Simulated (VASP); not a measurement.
Output of a VASP run:

File OSZICAR:
```
...
DAV:   4    -0.119361841458E+02    0.20330E+00   -0.59503E-01  1594   0.582E+00    0.435E+00
DAV:   5    -0.119048765448E+02    0.31308E-01   -0.29488E-02  1584   0.132E+00    0.131E+00
DAV:   6    -0.119026415074E+02    0.22350E-02   -0.83315E-03  1380   0.984E-01    0.699E-02
DAV:   7    -0.119026616283E+02   -0.20121E-04   -0.30115E-04  1428   0.119E-01    0.323E-02
DAV:   8    -0.119026722459E+02   -0.10618E-04   -0.40825E-05  1232   0.421E-02    0.110E-02
DAV:   9    -0.119026750976E+02   -0.28517E-05   -0.37593E-06  1126   0.112E-02    0.491E-03
DAV:  10    -0.119026763364E+02   -0.12388E-05   -0.73438E-07   708   0.726E-03    0.111E-03
DAV:  11    -0.119026764261E+02   -0.89713E-07   -0.10286E-07   608   0.444E-03
   3 F= 0.72706601E+01 E0= 0.72703511E+01  d E =-.757022E+00
       N       E                     dE             d eps       ncg     rms          rms(c)
DAV:   1    -0.117963384853E+02    0.10634E+00   -0.24090E-01  1368   0.541E+00    0.643E-01
DAV:   2    -0.117879560843E+02    0.83824E-02   -0.15410E-02  1398   0.157E+00    0.267E-01
DAV:   3    -0.117856601651E+02    0.22959E-02   -0.52542E-03  1406   0.754E-01    0.889E-02
DAV:   4    -0.117855208161E+02    0.13935E-03   -0.40240E-04  1586   0.150E-01    0.103E-01
DAV:   5    -0.117854971144E+02    0.23702E-04   -0.35367E-05  1472   0.460E-02    0.181E-02
DAV:   6    -0.117854975926E+02   -0.47824E-06   -0.32550E-06   942   0.148E-02
   4 F= 0.72679679E+01 E0= 0.72675631E+01  d E =-.759714E+00
       N       E                     dE             d eps       ncg     rms          rms(c)
DAV:   1    -0.117359612186E+02    0.49536E-01   -0.45046E-02  1362   0.235E+00    0.277E-01
DAV:   2    -0.117343973156E+02    0.15639E-02   -0.28715E-03  1398   0.678E-01    0.116E-01
DAV:   3    -0.117339692164E+02    0.42810E-03   -0.97862E-04  1406   0.327E-01    0.381E-02
DAV:   4    -0.117339448575E+02    0.24359E-04   -0.75858E-05  1586   0.653E-02    0.445E-02
DAV:   5    -0.117339423907E+02    0.24668E-05   -0.65554E-06  1386   0.198E-02    0.797E-03
DAV:   6    -0.117339426499E+02   -0.25918E-06   -0.53305E-07   566   0.645E-03
   5 F= 0.72679282E+01 E0= 0.72674948E+01  d E =-.759754E+00
       N       E                     dE             d eps       ncg     rms          rms(c)
DAV:   1    -0.117908012642E+02   -0.56859E-01   -0.50613E-02  1370   0.251E+00    0.292E-01
DAV:   2    -0.117890578771E+02    0.17434E-02   -0.32199E-03  1398   0.716E-01    0.123E-01
DAV:   3    -0.117885724413E+02    0.48544E-03   -0.10977E-03  1406   0.346E-01    0.402E-02
DAV:   4    -0.117885378308E+02    0.34611E-04   -0.85829E-05  1580   0.698E-02    0.473E-02
DAV:   5    -0.117885275172E+02    0.10314E-04   -0.72963E-06  1400   0.208E-02    0.862E-03
DAV:   6    -0.117885271291E+02    0.38812E-06   -0.59892E-07   554   0.685E-03
   6 F= 0.72679917E+01 E0= 0.72675887E+01  d E =0.634411E-04
       N       E                     dE             d eps       ncg     rms          rms(c)
DAV:   1    -0.117574151535E+02    0.31112E-01   -0.17348E-02  1370   0.146E+00    0.171E-01
DAV:   2    -0.117568123336E+02    0.60282E-03   -0.11072E-03  1398   0.421E-01    0.721E-02
DAV:   3    -0.117566486173E+02    0.16372E-03   -0.37583E-04  1396   0.203E-01    0.237E-02
DAV:   4    -0.117566399390E+02    0.86783E-05   -0.29255E-05  1582   0.406E-02    0.275E-02
DAV:   5    -0.117566397515E+02    0.18750E-06   -0.19901E-06   736   0.122E-02
   7 F= 0.72678619E+01 E0= 0.72674401E+01  d E =-.663102E-04
```

OUTCAR:
```
------------------------ aborting loop because EDIFF is reached ----------------------------------------
  FORCE on cell =-STRESS in cart. coord.  units (eV):
  Direction    XX          YY          ZZ          XY          YZ          ZX
  --------------------------------------------------------------------------------------
  Total       19.0334319     19.0334319     19.0334319      0.0000000      0.0000000      0.0000000
  in kB      200.0938809    200.0938809    200.0938809      0.0000000      0.0000000      0.0000000
  external PRESSURE =       0.0938809 kB  Pullay stress =     200.0000000 kB
  volume of cell :      152.40
      direct lattice vectors                 reciprocal lattice vectors
     5.341517130  0.000000000  0.000000000     0.187212729  0.000000000  0.000000000
    -0.000000000  5.341517130 -0.000000000    -0.000000000  0.187212729  0.000000000
    -0.000000000 -0.000000000  5.341517130    -0.000000000  0.000000000  0.187212729
 POSITION                                       TOTAL-FORCE (eV/Angst)
 -----------------------------------------------------------------------------------
      0.00000      0.00000      0.00000        -0.000000      0.000000      0.000000
      2.67076      2.67076      2.67076         0.000000     -0.000000      0.000000
      2.67076     -0.00000      2.67076        -0.000000      0.000000      0.000000
     -0.00000      2.67076      2.67076         0.000000      0.000000      0.000000
      2.67076      2.67076     -0.00000        -0.000000      0.000000      0.000000
 -----------------------------------------------------------------------------------
    total drift:                                0.000000     -0.000000     -0.000000
  FREE ENERGIE OF THE ION-ELECTRON SYSTEM (eV)
  ---------------------------------------------------
  free  energy   TOTEN  =       -11.7566397515 eV

  energy  without entropy=      -11.7579051386  energy(sigma->0) =      -11.75706155
  enthalpy is  TOTEN    =         7.2678619228 eV   P V=       19.0245016743

 reached required accuracy - stopping structural energy minimisation
```
(Selected blocks of OUTCAR.)

POSCAR:
```
CsSnI3
1
    5.5856371806     0.0000000000     0.0000000000
    0.0000000000     5.5856371806     0.0000000000
    0.0000000000     0.0000000000     5.5856371806
Cs Sn I
1 1 3
Direct
  0.0000000000   0.0000000000   0.0000000000
  0.5000000000   0.5000000000   0.5000000000
  0.5000000000   0.0000000000   0.5000000000
  0.0000000000   0.5000000000   0.5000000000
  0.5000000000   0.5000000000   0.0000000000
```

Task: Reconstruct the remaining input files.

Result: This is not unique; one that fits is the input of the run itself, PBEsol GGA, plane waves, VASP's PBE PAW potentials (set 64).

File KPOINTS:
```
Automatic mesh
0
Gamma
6 6 6
0 0 0
```

### INCAR
```
SYSTEM = CsSnI3
PREC = Accurate
ENCUT = 500
EDIFF = 1E-6
NELM = 100
ALGO = Normal
LREAL = .FALSE.
LASPH = .TRUE.
ISMEAR = 1
SIGMA = 0.1
GGA = PS
LMAXMIX = 4
LWAVE = .FALSE.
LCHARG = .FALSE.
IBRION = 2
ISIF = 3
NSW = 40
EDIFFG = -0.02
PSTRESS = 200
```

POTCAR, in this order: Cs_sv Sn_d I (PBE.64 set). Program: vasp_std.

Energy and stress use the plane-wave basis of the starting cell.

The compound is CsSnI3 in the cubic perovskite structure, the ideal cubic form; the compound distorts at low or room temperature. This run relaxes it under an external pressure of 20 GPa. Symmetry was kept, so distortions that lower it aren't found.
